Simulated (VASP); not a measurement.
Level of theory: PBE GGA, VASP's PBE PAW potentials (set 64) (plane waves; VASP).

VASP ran on this input.

### INCAR
```
! general
SYSTEM   =  Pr
PREC     =  Accurate
ENCUT    =  300   ! plane-wave cut-off (eV)
LREAL    =  .False.   ! projection in real space or not
LASPH    =  .True.

! electronic loop
EDIFF    =  1E-6   ! SCF stop (eV)
NELM     =  100   ! most electronic steps
ALGO     =  Normal
LMAXMIX  =  6   ! l cut-off of mixed one-centre charges

! smearing
ISMEAR   =  0   ! Gaussian
SIGMA    =  0.272

! functional
GGA      =  PE

! spin
ISPIN    =  2
MAGMOM   =  2.0 2.0

! ions
ISIF     =  2

! output
LWAVE    =  .False.
LCHARG   =  .False.
LORBIT   =  11   ! lm-projected
```

POSCAR:
```
Pr
1.0
  3.5922010000   0.0000000000   0.0000000000
 -1.7961010000   3.1109370000   0.0000000000
  0.0000000000   0.0000000000   5.8322750000
Pr
2
direct
  0.3333330000   0.6666670000   0.2500000000
  0.6666670000   0.3333330000   0.7500000000
```

File KPOINTS:
```
kpoints
0
Gamma
 8 8 5
```

POTCAR, in this order: Pr (PBE.64 set). Program: vasp_std.

What VASP printed:

OSZICAR:
```
...
DAV:  12    -0.109475185969E+02   -0.68043E-01   -0.74122E-01  3800   0.520E+00    0.409E+00
DAV:  13    -0.109453174974E+02    0.22011E-02   -0.26733E-01  3952   0.342E+00    0.191E+00
DAV:  14    -0.109821502376E+02   -0.36833E-01   -0.17040E-01  4088   0.185E+00    0.140E+00
DAV:  15    -0.109956106666E+02   -0.13460E-01   -0.13942E-01  4112   0.129E+00    0.864E-01
DAV:  16    -0.110035335970E+02   -0.79229E-02   -0.92452E-02  4464   0.656E-01    0.825E-01
DAV:  17    -0.109914792513E+02    0.12054E-01   -0.75779E-02  3856   0.117E+00    0.149E+00
DAV:  18    -0.110151605224E+02   -0.23681E-01   -0.82761E-02  4288   0.112E+00    0.232E+00
DAV:  19    -0.110264664797E+02   -0.11306E-01   -0.72273E-02  4216   0.797E-01    0.172E+00
DAV:  20    -0.110326802022E+02   -0.62137E-02   -0.56374E-02  4088   0.517E-01    0.150E+00
DAV:  21    -0.110378283116E+02   -0.51481E-02   -0.46540E-02  4336   0.373E-01    0.143E+00
DAV:  22    -0.110415700061E+02   -0.37417E-02   -0.38345E-02  4192   0.277E-01    0.151E+00
DAV:  23    -0.110424503644E+02   -0.88036E-03   -0.30341E-02  4184   0.274E-01    0.141E+00
DAV:  24    -0.110446094796E+02   -0.21591E-02   -0.23817E-02  3088   0.184E-01    0.143E+00
DAV:  25    -0.110457154208E+02   -0.11059E-02   -0.19120E-02  3568   0.180E-01    0.140E+00
DAV:  26    -0.110470219789E+02   -0.13066E-02   -0.15175E-02  3144   0.155E-01    0.143E+00
DAV:  27    -0.110435052132E+02    0.35168E-02   -0.11980E-02  4248   0.267E-01    0.138E+00
DAV:  28    -0.110396593505E+02    0.38459E-02   -0.90915E-03  3936   0.237E-01    0.136E+00
DAV:  29    -0.110414682755E+02   -0.18089E-02   -0.68893E-03  3528   0.125E-01    0.138E+00
DAV:  30    -0.110431567779E+02   -0.16885E-02   -0.56912E-03  3136   0.975E-02    0.138E+00
DAV:  31    -0.110461636899E+02   -0.30069E-02   -0.51130E-03  4072   0.151E-01    0.142E+00
DAV:  32    -0.110477367966E+02   -0.15731E-02   -0.43903E-03  4048   0.120E-01    0.145E+00
DAV:  33    -0.110488626783E+02   -0.11259E-02   -0.37874E-03  3280   0.941E-02    0.145E+00
DAV:  34    -0.110485563975E+02    0.30628E-03   -0.31707E-03  3077   0.752E-02    0.145E+00
DAV:  35    -0.110484936082E+02    0.62789E-04   -0.28522E-03  3176   0.794E-02    0.142E+00
DAV:  36    -0.110484024372E+02    0.91171E-04   -0.24735E-03  3029   0.697E-02    0.142E+00
DAV:  37    -0.110506476718E+02   -0.22452E-02   -0.29454E-03  4144   0.154E-01    0.145E+00
DAV:  38    -0.110520759048E+02   -0.14282E-02   -0.22961E-03  4200   0.122E-01    0.146E+00
DAV:  39    -0.110527144238E+02   -0.63852E-03   -0.19566E-03  4136   0.105E-01    0.151E+00
DAV:  40    -0.110565293129E+02   -0.38149E-02   -0.28176E-03  3856   0.206E-01    0.155E+00
DAV:  41    -0.110586891816E+02   -0.21599E-02   -0.22602E-03  4224   0.155E-01    0.158E+00
DAV:  42    -0.110614893689E+02   -0.28002E-02   -0.25197E-03  4040   0.167E-01    0.159E+00
DAV:  43    -0.110575846980E+02    0.39047E-02   -0.15910E-03  3901   0.151E-01    0.160E+00
DAV:  44    -0.110584205437E+02   -0.83585E-03   -0.12103E-03  3144   0.564E-02    0.161E+00
DAV:  45    -0.110590552660E+02   -0.63472E-03   -0.10449E-03  3101   0.588E-02    0.161E+00
DAV:  46    -0.110551656611E+02    0.38896E-02   -0.94531E-04  4128   0.127E-01    0.161E+00
DAV:  47    -0.110557490520E+02   -0.58339E-03   -0.68020E-04  2976   0.366E-02    0.162E+00
DAV:  48    -0.110542066075E+02    0.15424E-02   -0.67190E-04  3936   0.714E-02    0.160E+00
DAV:  49    -0.110544980401E+02   -0.29143E-03   -0.52990E-04  3088   0.337E-02    0.159E+00
DAV:  50    -0.110520449807E+02    0.24531E-02   -0.60788E-04  4064   0.868E-02    0.154E+00
DAV:  51    -0.110519043824E+02    0.14060E-03   -0.47404E-04  3458   0.545E-02    0.160E+00
DAV:  52    -0.110503110757E+02    0.15933E-02   -0.47059E-04  3808   0.723E-02    0.162E+00
DAV:  53    -0.110538671707E+02   -0.35561E-02   -0.46299E-04  3629   0.988E-02    0.163E+00
DAV:  54    -0.110573042651E+02   -0.34371E-02   -0.68818E-04  3928   0.119E-01    0.158E+00
DAV:  55    -0.110652092411E+02   -0.79050E-02   -0.22426E-03  3848   0.286E-01    0.140E+00
DAV:  56    -0.110620863760E+02    0.31229E-02   -0.65632E-04  3953   0.118E-01    0.133E+00
DAV:  57    -0.110728952708E+02   -0.10809E-01   -0.43144E-03  3832   0.403E-01    0.125E+00
DAV:  58    -0.110764851582E+02   -0.35899E-02   -0.23707E-03  4068   0.251E-01    0.100E+00
DAV:  59    -0.110869940903E+02   -0.10509E-01   -0.97382E-03  3832   0.558E-01    0.922E-01
DAV:  60    -0.110866495871E+02    0.34450E-03   -0.29645E-03  4362   0.226E-01    0.739E-01
DAV:  61    -0.110962669988E+02   -0.96174E-02   -0.16249E-02  3608   0.681E-01    0.490E-01
DAV:  62    -0.110986562673E+02   -0.23893E-02   -0.60212E-03  4347   0.379E-01    0.442E-01
DAV:  63    -0.111005323140E+02   -0.18760E-02   -0.52555E-03  4128   0.290E-01    0.317E-01
DAV:  64    -0.111001563554E+02    0.37596E-03   -0.25559E-03  4373   0.160E-01    0.373E-01
DAV:  65    -0.111011987340E+02   -0.10424E-02   -0.24940E-03  3832   0.146E-01    0.332E-01
DAV:  66    -0.111029485863E+02   -0.17499E-02   -0.10711E-02  3853   0.671E-01    0.426E-01
DAV:  67    -0.111039095191E+02   -0.96093E-03   -0.26365E-03  4059   0.208E-01    0.297E-01
DAV:  68    -0.111041512534E+02   -0.24173E-03   -0.21623E-03  3933   0.118E-01    0.288E-01
DAV:  69    -0.111043365173E+02   -0.18526E-03   -0.14914E-03  3631   0.721E-02    0.261E-01
DAV:  70    -0.111044098099E+02   -0.73293E-04   -0.11248E-03  3386   0.567E-02    0.305E-01
DAV:  71    -0.111044454155E+02   -0.35606E-04   -0.12490E-03  3823   0.137E-01    0.449E-01
DAV:  72    -0.111046183409E+02   -0.17293E-03   -0.83463E-04  3876   0.615E-02    0.493E-01
DAV:  73    -0.111047154218E+02   -0.97081E-04   -0.73606E-04  4005   0.637E-02    0.446E-01
DAV:  74    -0.111047872924E+02   -0.71871E-04   -0.70238E-04  4048   0.647E-02    0.425E-01
DAV:  75    -0.111048284939E+02   -0.41201E-04   -0.68378E-04  4069   0.679E-02    0.371E-01
DAV:  76    -0.111048828094E+02   -0.54315E-04   -0.62521E-04  3832   0.100E-01    0.418E-01
DAV:  77    -0.111049802219E+02   -0.97412E-04   -0.55527E-04  2994   0.348E-02    0.403E-01
DAV:  78    -0.111050482663E+02   -0.68044E-04   -0.63937E-04  3494   0.508E-02    0.368E-01
DAV:  79    -0.111051175248E+02   -0.69258E-04   -0.68121E-04  3840   0.491E-02    0.292E-01
DAV:  80    -0.111051901972E+02   -0.72672E-04   -0.63793E-04  3255   0.336E-02    0.245E-01
DAV:  81    -0.111052472072E+02   -0.57010E-04   -0.68103E-04  3848   0.481E-02    0.203E-01
DAV:  82    -0.111053136826E+02   -0.66475E-04   -0.67381E-04  3248   0.328E-02    0.161E-01
DAV:  83    -0.111053841233E+02   -0.70441E-04   -0.71028E-04  3168   0.285E-02    0.971E-02
DAV:  84    -0.111054738916E+02   -0.89768E-04   -0.79763E-04  2594   0.238E-02    0.589E-02
DAV:  85    -0.111055679082E+02   -0.94017E-04   -0.83271E-04  2876   0.286E-02    0.322E-02
DAV:  86    -0.111056413233E+02   -0.73415E-04   -0.73055E-04  2463   0.249E-02    0.186E-02
DAV:  87    -0.111057038317E+02   -0.62508E-04   -0.61467E-04  2345   0.196E-02    0.123E-02
DAV:  88    -0.111057598786E+02   -0.56047E-04   -0.55729E-04  2068   0.192E-02    0.100E-02
DAV:  89    -0.111058123469E+02   -0.52468E-04   -0.52216E-04  1945   0.169E-02    0.826E-03
DAV:  90    -0.111058595276E+02   -0.47181E-04   -0.47479E-04  1816   0.167E-02    0.833E-03
DAV:  91    -0.111059022428E+02   -0.42715E-04   -0.43168E-04  1758   0.140E-02    0.854E-03
DAV:  92    -0.111059355812E+02   -0.33338E-04   -0.33617E-04  1739   0.128E-02    0.706E-03
DAV:  93    -0.111059943970E+02   -0.58816E-04   -0.58032E-04  1708   0.113E-02    0.110E-02
DAV:  94    -0.111060295025E+02   -0.35106E-04   -0.36727E-04  1689   0.119E-02    0.144E-02
DAV:  95    -0.111060476538E+02   -0.18151E-04   -0.18652E-04  1692   0.964E-03    0.156E-02
DAV:  96    -0.111060577302E+02   -0.10076E-04   -0.13169E-04  1668   0.100E-02    0.169E-02
DAV:  97    -0.111060681586E+02   -0.10428E-04   -0.89865E-05  1625   0.788E-03    0.170E-02
DAV:  98    -0.111060747330E+02   -0.65744E-05   -0.71222E-05  1590   0.610E-03    0.171E-02
DAV:  99    -0.111060802964E+02   -0.55635E-05   -0.56968E-05  1593   0.531E-03    0.183E-02
DAV: 100    -0.111060850996E+02   -0.48032E-05   -0.46751E-05  1576   0.498E-03
   1 F= -.11106085E+02 E0= -.10852643E+02  d E =-.506883E+00  mag=     5.7301
```

OUTCAR:
```
------------------------ aborting loop EDIFF was not reached (unconverged)  ----------------------------
  FORCE on cell =-STRESS in cart. coord.  units (eV):
  Direction    XX          YY          ZZ          XY          YZ          ZX
  --------------------------------------------------------------------------------------
  Total       -0.5703469     -0.5703468     -0.8202496      0.0000001      0.0000000      0.0000000
  in kB      -14.0203824    -14.0203795    -20.1635405      0.0000023      0.0000000      0.0000000
  external PRESSURE =     -16.0681008 kB  Pullay stress =       0.0000000 kB
  volume of cell :       65.18
      direct lattice vectors                 reciprocal lattice vectors
     3.592201000  0.000000000  0.000000000     0.278380859  0.160723325  0.000000000
    -1.796101000  3.110937000  0.000000000     0.000000000  0.321446561  0.000000000
     0.000000000  0.000000000  5.832275000     0.000000000  0.000000000  0.171459679
 POSITION                                       TOTAL-FORCE (eV/Angst)
 -----------------------------------------------------------------------------------
     -0.00000      2.07396      1.45807        -0.000000      0.000000      0.000000
      1.79610      1.03698      4.37421         0.000000     -0.000000      0.000000
 -----------------------------------------------------------------------------------
    total drift:                                0.000421     -0.000243      0.000637
  FREE ENERGIE OF THE ION-ELECTRON SYSTEM (eV)
  ---------------------------------------------------
  free  energy   TOTEN  =       -11.1060850996 eV

  energy  without entropy=      -10.5992018085  energy(sigma->0) =      -10.85264345

 total charge

# of ion       s       p       d       f       tot
--------------------------------------------------
    1        1.984   5.282   0.632   2.155  10.054
    2        1.984   5.282   0.632   2.155  10.054
--------------------------------------------------
tot          3.968  10.565   1.265   4.310  20.107

 magnetization (x)

# of ion       s       p       d       f       tot
--------------------------------------------------
    1       -0.007  -0.025   0.190   2.091   2.248
    2       -0.007  -0.025   0.190   2.091   2.248
--------------------------------------------------
tot         -0.015  -0.051   0.381   4.181   4.497
```
(Selected blocks of OUTCAR.)

### stdout
```
...
 -----------------------------------------------------------------------------
|                                                                             |
|           W    W    AA    RRRRR   N    N  II  N    N   GGGG   !!!           |
|           W    W   A  A   R    R  NN   N  II  NN   N  G    G  !!!           |
|           W    W  A    A  R    R  N N  N  II  N N  N  G       !!!           |
|           W WW W  AAAAAA  RRRRR   N  N N  II  N  N N  G  GGG   !            |
|           WW  WW  A    A  R   R   N   NN  II  N   NN  G    G                |
|           W    W  A    A  R    R  N    N  II  N    N   GGGG   !!!           |
|                                                                             |
|     The electronic self-consistency was not achieved in the given           |
|     number of steps (NELM). The forces and other quantities evaluated       |
|     might not be reliable so examine the results carefully. If you find     |
|     spurious results, we suggest increasing NELM, if you were close to      |
|     convergence or switching to a different ALGO or adjusting the           |
|     density mixing parameters otherwise.                                    |
|                                                                             |
 -----------------------------------------------------------------------------

 -----------------------------------------------------------------------------
|                                                                             |
|           W    W    AA    RRRRR   N    N  II  N    N   GGGG   !!!           |
|           W    W   A  A   R    R  NN   N  II  NN   N  G    G  !!!           |
|           W    W  A    A  R    R  N N  N  II  N N  N  G       !!!           |
|           W WW W  AAAAAA  RRRRR   N  N N  II  N  N N  G  GGG   !            |
|           WW  WW  A    A  R   R   N   NN  II  N   NN  G    G                |
|           W    W  A    A  R    R  N    N  II  N    N   GGGG   !!!           |
|                                                                             |
|     Your highest band is occupied at some k-points! Unless you are          |
|     performing a calculation for an insulator or semiconductor, without     |
|     unoccupied bands, you have included TOO FEW BANDS!! Please increase     |
|     the parameter NBANDS in file INCAR to ensure that the highest band      |
|     is unoccupied at all k-points. It is always recommended to include      |
|     a few unoccupied bands to accelerate the convergence of                 |
|     molecular-dynamics runs (even for insulators or semiconductors),        |
|     since the presence of unoccupied bands improves wavefunction            |
|     prediction and helps to suppress 'band-crossings'.                      |
|                                                                             |
 -----------------------------------------------------------------------------

   1 F= -.11106085E+02 E0= -.10852643E+02  d E =-.506883E+00  mag=     5.7301
```

The run did not converge; its last values are not results.

At this cut-off the stress carries a Pulay error, which pulls relaxed volumes low.

The structure was generated: Pr was put into an ordered model structure, which need not be its known phase. The cell was not relaxed at this level, and its volume differs by -5.9 % from the start's. VASP warned that the highest band is occupied, so more bands are needed.
